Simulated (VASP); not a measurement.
# AlN: single point with PBE

**Experimental background.**

“Self-assembly of well-separated AlN nanowires directly on sputtered metallic TiN films”, 2019, arxiv:1910.07391 quotes, for a bulk crystal of AlN at 10 K: band gap 6.034 eV (an exciton energy, a little under the gap).

The system is AlN.

```
Al N
1.0
     3.07093    0.00000    0.00000
    -1.53546    2.65950    0.00000
     0.00000    0.00000    4.91368
Al N
2 2
Direct
  0.33333 0.66667 0.00000
  0.66667 0.33333 0.50000
  0.33333 0.66667 0.38000
  0.66667 0.33333 0.88000
```

```json
{"Program": "VASP 6.6.1", "Task": "single point", "Functional": "PBE", "Potentials or basis": "VASP PAW PBE potentials, release 64 (Al, N)", "Cutoff": "520 eV", "k mesh": "6 × 6 × 4", "Occupations": "gaussian, width 0.01 eV", "Spin": "no spin polarisation", "Dipole correction": "no", "Further INCAR settings": "ALGO = Normal; EDIFF = 1e-06; NBANDS = 16"}
```

```yaml
Pressure: 12.7 GPa
Largest_force: 0.163 eV/Å
Band_gap_on_the_k_mesh: 4.59 eV, direct
```

Forces on the atoms (eV/Å):
```
Al   0.000  0.000 -0.163
Al   0.000  0.000 -0.163
N    0.000  0.000  0.163
N    0.000  0.000  0.163
```

Stress tensor (GPa, compression positive):
```
12.20  0.00  0.00
 0.00 12.20  0.00
 0.00  0.00 13.58
```

Levels at points of the mesh, in eV from the valence-band top:
| k point | band 6 | band 7 | band 8 | band 9 | band 10 | band 11 |
| --- | --- | --- | --- | --- | --- | --- |
| (0.00, 0.00, 0.00) | -0.19 | -0.19 | 0.00 | 4.59 | 7.02 | 10.95 |
| (0.50, 0.00, 0.00) | -2.12 | -1.83 | -0.67 | 5.91 | 5.97 | 8.56 |
| (0.00, 0.00, 0.50) | -0.53 | -0.53 | -0.53 | 6.83 | 6.83 | 10.68 |
| (0.50, 0.00, 0.50) | -1.47 | -1.39 | -1.39 | 5.46 | 5.46 | 9.54 |

Run time: 13 s on 1 thread of Intel(R) Xeon(R) Platinum 8488C (Sapphire Rapids) (shared host), peak memory 0.15 GiB.

A measured gap of AlN is 6.034 eV (an exciton energy, a little under the gap; 10 K; quoted in “Self-assembly of well-separated AlN nanowires directly on sputtered metallic TiN films”, 2019, arxiv:1910.07391); the calculated 4.59 eV misses it by -1.45 eV. 2 values of this kind are on record (6.034 to 6.0343 eV); this one was drawn at random. The value is that of PBE on a finite k mesh, which can miss the band edges, without temperature or zero-point motion. Semilocal functionals fall short of measured gaps as a rule.
